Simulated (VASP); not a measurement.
# GeSb2Te4: formation energy of a point defect

How easily does a point defect form in GeSb2Te4? The host is relaxed first, then a supercell is run with and without the defect. The start is a computed cell from the Materials Project.

Program: VASP 6.6.1. Level of theory: PBEsol; plane waves and PAW (Te, Sb, Ge). Results are calculated unless marked as measured.

## 1. Starting point

The structure is trigonal, space group R-3m (No. 166). Conventional cell: a = 4.319 Å, b = 4.319 Å, c = 39.684 Å, α = 90.00°, β = 90.00°, γ = 120.00°. Nearest to Te lie 3 Ge at 3.01 Å and 3 Te at 3.31 Å. Nearest to Te lie 3 Sb at 3.03 Å and 3 Te at 3.31 Å. Sb has 3 Te at 3.03 Å and 3 Sb at 3.24 Å nearest. Nearest to Ge lie 6 Te at 3.01 Å. Farther neighbours and most contacts between anions are not listed.

As a file:

```xyz
7
Lattice="2.1593 1.2467 13.2280 -2.1593 1.2467 13.2280 0.0000 -2.4933 13.2280" Properties=species:S:1:pos:R:3 pbc="T T T"
Te    0.0000    0.0000   28.1349
Te    0.0000    0.0000   11.5492
Te    0.0000    0.0000   22.6074
Te    0.0000    0.0000   17.0768
Sb    0.0000    0.0000   34.1050
Sb    0.0000    0.0000    5.5792
Ge    0.0000    0.0000    0.0000
```

## 2. The host at zero pressure

Cell and atoms are relaxed first, so that later runs start from this functional's own cell.

Input file INCAR:

```
SYSTEM = GeSb2Te4
PREC = Accurate
ENCUT = 400
EDIFF = 1E-06
NELM = 120
ISMEAR = 0
SIGMA = 0.05
LREAL = .FALSE.
ALGO = Normal
GGA = PS
NBANDS = 26
LORBIT = 11
LWAVE = .FALSE.
LCHARG = .FALSE.
KPAR = 4
LASPH = .TRUE.
IBRION = 2
NSW = 40
ISIF = 3
EDIFFG = -0.02
POTIM = 0.4
```

Input file POSCAR:

```
GeSb2Te4
1.0
    2.1592890373      1.2466661070     13.2280394098
   -2.1592890373      1.2466661070     13.2280394098
    0.0000000000     -2.4933322139     13.2280394098
Te Sb Ge
4 2 1
Direct
    0.7089720000      0.7089720000      0.7089720000
    0.2910280000      0.2910280000      0.2910280000
    0.5696830000      0.5696830000      0.5696830000
    0.4303170000      0.4303170000      0.4303170000
    0.8594110000      0.8594110000      0.8594110000
    0.1405890000      0.1405890000      0.1405890000
    0.0000000000      0.0000000000      0.0000000000
```

Input file KPOINTS:

```
Automatic mesh
0
Gamma
5 5 5
0 0 0
```

Potentials, in the order of the species: Te, Sb and Ge (PBE family, release 64).

Started as:

```bash
mpirun -np 4 vasp_std
```

The program printed:

```text
[banner, memory and clock lines left out]
running    4 mpi-ranks, on    1 nodes
 distrk:  each k-point on    1 cores,    4 groups
 distr:  one band on    1 cores,    1 groups

 POSCAR found type information on POSCAR TeSbGe
 POSCAR found :  3 types and       7 ions
|                                                                             |
|               ----> ADVICE to this user running VASP <----                  |
|                                                                             |
|     You enforced a specific xc type in the INCAR file but a different       |
|     [... a line on the potential file left out ...]
|     I HOPE YOU KNOW WHAT YOU ARE DOING!                                     |
|                                                                             |

 LDA part: xc-table for (Slater+PW92), standard interpolation
 POSCAR, INCAR and KPOINTS ok, starting setup
 FFT: planning ... GRIDC
 FFT: planning ... GRID_SOFT
 FFT: planning ... GRID
 WAVECAR not read
 entering main loop
       N       E                     dE             d eps       ncg     rms          rms(c)
DAV:   1     0.148041350172E+03    0.14804E+03   -0.11954E+04   988   0.966E+02
DAV:   2    -0.152510384317E+02   -0.16329E+03   -0.15919E+03  1226   0.160E+02
DAV:   3    -0.280978536027E+02   -0.12847E+02   -0.12646E+02  1250   0.479E+01
DAV:   4    -0.283711492222E+02   -0.27330E+00   -0.27211E+00  1340   0.773E+00
DAV:   5    -0.283758465804E+02   -0.46974E-02   -0.46958E-02  1306   0.106E+00    0.136E+01
DAV:   6    -0.282045329736E+02    0.17131E+00   -0.25962E+00  1354   0.629E+00    0.854E+00
DAV:   7    -0.282988387758E+02   -0.94306E-01   -0.26402E+00  1442   0.580E+00    0.398E+00
DAV:   8    -0.281190220543E+02    0.17982E+00   -0.89815E-01  1320   0.367E+00    0.722E-01
DAV:   9    -0.281248140763E+02   -0.57920E-02   -0.68019E-02  1134   0.106E+00    0.737E-01
DAV:  10    -0.281250947495E+02   -0.28067E-03   -0.19580E-03  1390   0.206E-01    0.686E-01
DAV:  11    -0.281248676564E+02    0.22709E-03   -0.28564E-04  1284   0.682E-02    0.885E-01
DAV:  12    -0.281320117890E+02   -0.71441E-02   -0.27735E-02  1060   0.588E-01    0.304E+00
DAV:  13    -0.281277106578E+02    0.43011E-02   -0.52529E-03  1050   0.301E-01    0.239E+00
DAV:  14    -0.281256550254E+02    0.20556E-02   -0.19648E-03  1086   0.161E-01    0.160E+00
DAV:  15    -0.281250347888E+02    0.62024E-03   -0.37266E-04  1350   0.723E-02    0.116E+00
DAV:  16    -0.281244329493E+02    0.60184E-03   -0.47055E-04  1340   0.812E-02    0.654E-01
DAV:  17    -0.281242085268E+02    0.22442E-03   -0.36426E-04  1318   0.687E-02    0.199E-01
DAV:  18    -0.281242103290E+02   -0.18021E-05   -0.21740E-05  1152   0.210E-02    0.187E-01
DAV:  19    -0.281242003427E+02    0.99863E-05   -0.32657E-06  1148   0.757E-03    0.155E-01
DAV:  20    -0.281241825961E+02    0.17747E-04   -0.38944E-05  1110   0.225E-02    0.190E-02
DAV:  21    -0.281241824459E+02    0.15018E-06   -0.37869E-06  1188   0.806E-03
   1 F= -.28124182E+02 E0= -.28123020E+02  d E =-.281242E+02
 curvature:   0.00 expect dE= 0.000E+00 dE for cont linesearch  0.000E+00
 trial: gam= 0.00000 g(F)=  0.947E-03 g(S)=  0.193E+00 ort = 0.000E+00 (trialstep = 0.100E+01)
 search vector abs. value=  0.194E+00
 bond charge predicted
       N       E                     dE             d eps       ncg     rms          rms(c)
DAV:   1    -0.284370398112E+02   -0.31286E+00   -0.57144E+00  1122   0.906E+00    0.417E+00
DAV:   2    -0.282797447762E+02    0.15730E+00   -0.38955E-01  1288   0.269E+00    0.197E+00
DAV:   3    -0.282368895616E+02    0.42855E-01   -0.78688E-02  1336   0.120E+00    0.862E-01
DAV:   4    -0.282127783268E+02    0.24111E-01   -0.43630E-02  1296   0.768E-01    0.408E-01
DAV:   5    -0.282088711122E+02    0.39072E-02   -0.10294E-02  1330   0.422E-01    0.585E-01
DAV:   6    -0.282075870864E+02    0.12840E-02   -0.42610E-03  1328   0.254E-01    0.360E-01
DAV:   7    -0.282075006378E+02    0.86449E-04   -0.56843E-04  1320   0.106E-01    0.641E-02
DAV:   8    -0.282075027367E+02   -0.20989E-05   -0.64457E-05  1118   0.356E-02    0.662E-02
DAV:   9    -0.282074999615E+02    0.27752E-05   -0.59284E-06  1304   0.110E-02    0.134E-02
DAV:  10    -0.282074994463E+02    0.51519E-06   -0.75531E-07   558   0.408E-03
   2 F= -.28207499E+02 E0= -.28206847E+02  d E =-.833170E-01
[... from here on, the cycles between the ionic steps are left out ...]
   3 F= -.28210113E+02 E0= -.28209450E+02  d E =-.859309E-01
   4 F= -.28213647E+02 E0= -.28212895E+02  d E =-.353317E-02
   5 F= -.28217527E+02 E0= -.28216413E+02  d E =-.741368E-02
   6 F= -.28218075E+02 E0= -.28216968E+02  d E =-.547494E-03
   7 F= -.28218348E+02 E0= -.28217248E+02  d E =-.820560E-03
   8 F= -.28218657E+02 E0= -.28217560E+02  d E =-.308910E-03
   9 F= -.28218763E+02 E0= -.28217668E+02  d E =-.415177E-03
  10 F= -.28218766E+02 E0= -.28217672E+02  d E =-.418202E-03
  11 F= -.28218828E+02 E0= -.28217727E+02  d E =-.621628E-04
 ZBRENT: can't locate minimum, use default step
 trial-energy change:   -0.000062  1 .order   -0.000065   -0.000069   -0.000060
 step:   3.2686(harm=  6.1456)  dis= 0.00358  next Energy=   -28.219026 (dE=-0.260E-03)
 bond charge predicted
       N       E                     dE             d eps       ncg     rms          rms(c)
DAV:   1    -0.282189273362E+02   -0.98930E-04   -0.84260E-03   996   0.398E-01    0.480E-02
DAV:   2    -0.282189580152E+02   -0.30679E-04   -0.59497E-04  1250   0.983E-02    0.210E-02
DAV:   3    -0.282189529768E+02    0.50384E-05   -0.83696E-05  1338   0.399E-02    0.174E-02
DAV:   4    -0.282189509137E+02    0.20631E-05   -0.75042E-06  1264   0.123E-02    0.129E-02
DAV:   5    -0.282189505088E+02    0.40482E-06   -0.16252E-06   626   0.563E-03
  12 F= -.28218951E+02 E0= -.28217829E+02  d E =-.184713E-03
 curvature:  -2.57 expect dE=-0.956E-04 dE for cont linesearch -0.253E-04
 trial: gam= 0.04125 g(F)=  0.142E-04 g(S)=  0.230E-04 ort = 0.313E-04 (trialstep = 0.131E+01)
 search vector abs. value=  0.399E-04
 reached required accuracy - stopping structural energy minimisation
```

Wall time 16 min (4 MPI ranks of Intel Xeon 6975P-C (Granite Rapids), shared host); peak memory 5.7 GiB; 64 min of CPU time.

The logs omit lines about the potential files and the build; timing stands in the text.

From OUTCAR (step 2):

```text
ion  position               nearest neighbor table
   1  0.709  0.709  0.709-   7 3.01   7 3.01   7 3.01   4 3.31   4 3.31   4 3.31
   2  0.291  0.291  0.291-   7 3.01   7 3.01   7 3.01   3 3.31   3 3.31   3 3.31
   3  0.570  0.570  0.570-   5 3.03   5 3.03   5 3.03   2 3.31   2 3.31   2 3.31
   4  0.430  0.430  0.430-   6 3.03   6 3.03   6 3.03   1 3.31   1 3.31   1 3.31
   5  0.859  0.859  0.859-   3 3.03   3 3.03   3 3.03   6 3.24   6 3.24   6 3.24
   6  0.141  0.141  0.141-   4 3.03   4 3.03   4 3.03   5 3.24   5 3.24   5 3.24
   7  0.000  0.000  0.000-   1 3.01   1 3.01   2 3.01   2 3.01   1 3.01   2 3.01

  LATTYP: Found a trigonal (rhomboedric) cell.
 ALAT       =    13.4609706989
 COS(alpha) =     0.9485365618

 Subroutine GETGRP returns: Found 12 space group operations
 (whereof 12 operations were pure point group operations)

The static configuration has the point symmetry D_3d.

 Found     19 irreducible k-points:

   k-points           NKPTS =     19   k-points in BZ     NKDIM =     19   number of bands    NBANDS=     26

   dimension x,y,z NGX =    90 NGY =   90 NGZ =   90
   dimension x,y,z NGXF=   180 NGYF=  180 NGZF=  180

   ENCUT  =  400.0 eV  29.40 Ry    5.42 a.u.  21.95 21.95 21.95*2*pi/ulx,y,z

   NELECT =      38.0000    total number of electrons

 k-points in reciprocal lattice and weights: Automatic mesh
   0.00000000  0.00000000  0.00000000       0.008
   0.20000000  0.00000000  0.00000000       0.048
   0.40000000  0.00000000  0.00000000       0.048
   0.20000000  0.20000000  0.00000000       0.048
   0.40000000  0.20000000 -0.00000000       0.096
  -0.40000000  0.20000000  0.00000000       0.096
  -0.20000000  0.20000000  0.00000000       0.048
   0.40000000  0.40000000 -0.00000000       0.048
  -0.40000000  0.40000000  0.00000000       0.048
[...]
0.40000000  0.40000000  0.40000000       0.016
  -0.40000000  0.40000000  0.40000000       0.048

 average (electrostatic) potential at core
       1 -87.4803       2 -87.4803       3 -88.2570       4 -88.2570       5 -86.0654
       6 -86.0654       7 -29.7781

 E-fermi :   6.8251

 k-point     1 :       0.0000    0.0000    0.0000
  band No.  band energies     occupation
    ...
     15       5.4416      2.00000
     16       5.6314      2.00000
     17       5.6314      2.00000
     18       5.9949      2.00000
     19       6.7322      1.99144
     20       6.8873      0.07870
     21       6.8873      0.07870
     22       7.5922      0.00000
     23       8.0022      0.00000
     24       8.0022      0.00000
    ...

 k-point     2 :       0.2000    0.0000    0.0000
  band No.  band energies     occupation
    ...
     15       5.0039      2.00000
     16       5.4656      2.00000
     17       5.8047      2.00000
     18       6.1867      2.00000
     19       6.6590      2.00000
     20       7.0910      0.00000
     21       7.4027      0.00000
     22       7.7473      0.00000
     23       8.9958      0.00000
     24       9.0265      0.00000
    ...

 k-point     3 :       0.4000    0.0000    0.0000
  band No.  band energies     occupation
    ...
     15       4.5853      2.00000
     16       4.9921      2.00000
     17       5.2976      2.00000
     18       5.4647      2.00000
     19       5.7057      2.00000
     20       7.5612      0.00000
     21       7.8214      0.00000
     22       8.0089      0.00000
     23       8.9954      0.00000
     24       9.0015      0.00000
    ...

  Total        0.0349520      0.0349520      0.0415186      0.0000000      0.0000000      0.0000000
  in kB        0.2763458      0.2763458      0.3282642      0.0000000      0.0000000      0.0000000
  external PRESSURE =       0.2936520 kB  Pullay stress =       0.0000000 kB

  energy-cutoff  :      400.00
  volume of cell :      202.64
      direct lattice vectors                 reciprocal lattice vectors
     2.121669560  1.224946491 12.995218620     0.235663465  0.136060365  0.025650460
    -2.121669560  1.224946491 12.995218620    -0.235663465  0.136060365  0.025650460
     0.000000000 -2.449892983 12.995218620     0.000000000 -0.272120730  0.025650460

 POSITION                                       TOTAL-FORCE (eV/Angst)
 -----------------------------------------------------------------------------------
      0.00000      0.00000     27.61241         0.000000      0.000000      0.003535
      0.00000      0.00000     11.37325        -0.000000     -0.000000     -0.003535
      0.00000      0.00000     22.24257         0.000000      0.000000      0.010156
      0.00000      0.00000     16.74308        -0.000000     -0.000000     -0.010156
      0.00000      0.00000     33.49667         0.000000      0.000000      0.008273
      0.00000      0.00000      5.48898        -0.000000     -0.000000     -0.008273
      0.00000      0.00000     38.98566        -0.000000     -0.000000      0.000000
 -----------------------------------------------------------------------------------
    total drift:                                0.000000      0.000000      0.000000

  FREE ENERGIE OF THE ION-ELECTRON SYSTEM (eV)
  ---------------------------------------------------
  free  energy   TOTEN  =       -28.2189505088 eV

  energy  without entropy=      -28.2167084375  energy(sigma->0) =      -28.21782947

 reached required accuracy - stopping structural energy minimisation

 total charge
# of ion       s       p       d       tot
------------------------------------------
    1        1.408   1.883   0.038   3.329
    2        1.408   1.883   0.038   3.329
    3        1.444   1.780   0.057   3.281
    4        1.444   1.780   0.057   3.281
    5        1.233   1.101   0.039   2.373
    6        1.233   1.101   0.039   2.373
    7        1.291   0.835   0.057   2.183
--------------------------------------------------
tot          9.461  10.363   0.324  20.148

[... 3 further parts left out ...]
```

CONTCAR:

```
GeSb2Te4
   1.00000000000000
     2.1216695597023749    1.2249464914798540   12.9952186195532970
    -2.1216695597023749    1.2249464914798540   12.9952186195532970
     0.0000000000000000   -2.4498929828632092   12.9952186195534622
  Te              Sb              Ge
     4     2     1
Direct
     0.7082709961662538    0.7082709961662538    0.7082709961662538
     0.2917290038337462    0.2917290038337462    0.2917290038337462
     0.5705321983128145    0.5705321983128145    0.5705321983128145
     0.4294678016871854    0.4294678016871854    0.4294678016871854
     0.8592050236588692    0.8592050236588692    0.8592050236588693
     0.1407949763411308    0.1407949763411308    0.1407949763411308
     1.0000000000000000    1.0000000000000000    1.0000000000000000
```

The k-mesh is coarse for a metal. The PAW data sets were made with PBE, which is usual practice but a small mismatch for other functionals. The data set Ge keeps the semicore shell frozen, which is cheaper and a little less accurate. The run keeps the 12 symmetry operations of its start, so it cannot find a distortion of lower symmetry.

Step by step:

| step | energy less that of the first step (eV) | largest force (eV/Å) | pressure (GPa) | volume (Å³) |
| --- | --- | --- | --- | --- |
| 1 | 0.0000 | 0.0839 | -2.56 | 213.65 |
| 2 | -0.0833 | 0.2041 | 0.50 | 201.82 |
| 3 | -0.0859 | 0.1746 | 0.01 | 203.48 |
| 4 | -0.0895 | 0.1276 | 0.01 | 203.23 |
| 5 | -0.0933 | 0.0641 | 0.05 | 202.57 |
| 6 | -0.0939 | 0.0435 | -0.03 | 202.83 |
| 7 | -0.0942 | 0.0340 | -0.13 | 203.20 |
| 8 | -0.0945 | 0.0238 | -0.07 | 202.98 |
| 9 | -0.0946 | 0.0230 | -0.01 | 202.78 |
| 10 | -0.0946 | 0.0245 | 0.00 | 202.73 |
| 11 | -0.0946 | 0.0217 | 0.01 | 202.70 |
| 12 | -0.0948 | 0.0102 | 0.03 | 202.64 |

| conventional cell, symmetrised | before | after | change |
| --- | --- | --- | --- |
| a (Å) | 4.319 | 4.243 | -1.7 % |
| b (Å) | 4.319 | 4.243 | -1.7 % |
| c (Å) | 39.684 | 38.986 | -1.8 % |
| volume (Å³/atom) | 30.52 | 28.95 | -5.2 % |

The atoms that moved most (Å, as changes of fractional coordinates times the final cell):

| atom | dx | dy | dz | length |
| --- | --- | --- | --- | --- |
| Te4 | 0.000 | 0.000 | -0.033 | 0.033 |
| Te3 | 0.000 | 0.000 | 0.033 | 0.033 |
| Te1 | 0.000 | 0.000 | -0.027 | 0.027 |
| Te2 | 0.000 | 0.000 | 0.027 | 0.027 |
| Sb5 | 0.000 | 0.000 | -0.008 | 0.008 |
| Sb6 | 0.000 | 0.000 | 0.008 | 0.008 |

Final coordinates:

```
Te Sb Ge
1.0
     2.12167    1.22495   12.99522
    -2.12167    1.22495   12.99522
     0.00000   -2.44989   12.99522
Te Sb Ge
4 2 1
Direct
  0.70827 0.70827 0.70827
  0.29173 0.29173 0.29173
  0.57053 0.57053 0.57053
  0.42947 0.42947 0.42947
  0.85921 0.85921 0.85921
  0.14079 0.14079 0.14079
  0.00000 0.00000 0.00000
```

Numbers from this step:

```yaml
electronic_cycles: 87
electrons: 38
free_energy_toten: -28.22 eV
energy_at_zero_smearing: -28.22 eV
fermi_energy: 6.825 eV
labelled_metallic_from_the_levels_on_this_mesh: yes
```

The run ended after 12 ionic steps, 0.095 eV below its first step, once forces and stress met EDIFFG = -0.02.

Semilocal functionals make gaps too small and can close small ones, so a metal at this level may be a semiconductor in fact.

[end of part 1 of 2]

[Lines on the potential files, build, host, timing and source positions are cut from VASP's logs without a mark.]

[Logs are printed without paths, hosts, clocks, repeated set-up lines and the standing remarks that a program may print on its own settings, such as how far it seeks lower states.]

[Hosts, paths, dates, database ids (printed as entryN), source tags and the programs' standing remarks are cut or masked in the printed files.]

[In band tables of VASP the shares of atoms and orbitals are scaled to a sum of 1 inside the atoms' spheres.]

[Runs that stopped without an error message from VASP are left out.]
